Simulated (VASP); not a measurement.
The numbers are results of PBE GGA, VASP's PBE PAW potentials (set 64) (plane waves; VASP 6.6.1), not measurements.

Input for VASP

**KPOINTS**
```
k-points along high-symmetry lines
15
Line-mode
Reciprocal
  0.000000   0.000000   0.000000 ! GAMMA
  0.500000   0.000000   0.500000 ! X

  0.500000   0.000000   0.500000 ! X
  0.625000   0.250000   0.625000 ! U

  0.375000   0.375000   0.750000 ! K
  0.000000   0.000000   0.000000 ! GAMMA

  0.000000   0.000000   0.000000 ! GAMMA
  0.500000   0.500000   0.500000 ! L

  0.500000   0.500000   0.500000 ! L
  0.500000   0.250000   0.750000 ! W

  0.500000   0.250000   0.750000 ! W
  0.500000   0.000000   0.500000 ! X
```

### POSCAR
```
LiF
4.0554860
  0.0000000000   0.5000000281   0.5000000281
  0.5000000281   0.0000000000   0.5000000281
  0.5000000281   0.5000000281   0.0000000000
Li F
1 1
direct
  0.0000000000   0.0000000000   0.0000000000
  0.5000000000   0.5000000000   0.5000000000
```

**INCAR**
```
SYSTEM = LiF
PREC = Accurate
ENCUT = 520
EDIFF = 1E-7
NELM = 100
ALGO = Normal
LREAL = .FALSE.
LASPH = .TRUE.
ISMEAR = 0
SIGMA = 0.05
GGA = PE
LWAVE = .FALSE.
LCHARG = .FALSE.
LORBIT = 11
ICHARG = 11
```

POTCAR, in this order: Li_sv F (PBE.64 set). Program: vasp_std. Read from the step before: CHGCAR.

The run wrote:

OSZICAR:
```
       N       E                     dE             d eps       ncg     rms          rms(c)
DAV:   1     0.327907773398E+02    0.32791E+02   -0.56231E+03  1725   0.113E+03
DAV:   2    -0.839974685632E+01   -0.41191E+02   -0.40246E+02  1756   0.205E+02
DAV:   3    -0.938968646461E+01   -0.98994E+00   -0.98810E+00  2317   0.310E+01
DAV:   4    -0.939839113417E+01   -0.87047E-02   -0.87013E-02  2058   0.247E+00
DAV:   5    -0.939844132921E+01   -0.50195E-04   -0.50195E-04  2145   0.130E-01
DAV:   6    -0.939844206983E+01   -0.74062E-06   -0.74065E-06  2054   0.107E-02
DAV:   7    -0.939844208334E+01   -0.13511E-07   -0.13484E-07  2156   0.103E-03
   1 F= -.93984421E+01 E0= -.93984421E+01  d E =-.171525E-14
```

OUTCAR:
```
 val. band max:       -1.1393859619   @ k =   0.0536   0.0536   0.1071

 cond. band min:       7.7680020676   @ k =   0.0000   0.0000   0.0000



 k-point     1 :       0.0000    0.0000    0.0000
  band No.  band energies     occupation
      1     -42.1073      2.00000
      2     -21.0595      2.00000
      3      -1.1404      2.00000
      4      -1.1404      2.00000
      5      -1.1404      2.00000
      6       7.7680      0.00000
      7      22.5571      0.00000
      8      22.5579      0.00000
      9      22.6669      0.00000

 k-point     2 :       0.0357    0.0000    0.0357
  band No.  band energies     occupation
      1     -42.1063      2.00000
      2     -21.0526      2.00000
      3      -1.1739      2.00000
      4      -1.1530      2.00000
      5      -1.1530      2.00000
      6       7.8230      0.00000
      7      21.9340      0.00000
      8      21.9347      0.00000
      9      22.3677      0.00000

 k-point     3 :       0.0714    0.0000    0.0714
  band No.  band energies     occupation
      1     -42.1037      2.00000
      2     -21.0326      2.00000
      3      -1.2729      2.00000
      4      -1.1901      2.00000
      5      -1.1901      2.00000
      6       7.9825      0.00000
      7      21.2486      0.00000
      8      21.2535      0.00000
      9      21.7302      0.00000

 k-point     4 :       0.1071    0.0000    0.1071
  band No.  band energies     occupation
      1     -42.0995      2.00000
      2     -21.0003      2.00000
      3      -1.4339      2.00000
      4      -1.2496      2.00000
      5      -1.2496      2.00000
      6       8.2418      0.00000
      7      20.6630      0.00000
      8      20.6656      0.00000
      9      20.7383      0.00000

 k-point     5 :       0.1429    0.0000    0.1429
  band No.  band energies     occupation
      1     -42.0940      2.00000
      2     -20.9563      2.00000
      3      -1.6507      2.00000
      4      -1.3283      2.00000
...
```

The density is held fixed in this step, so its total energy and stress have no physical meaning.

The compound is LiF in the rock salt structure. It was relaxed first.
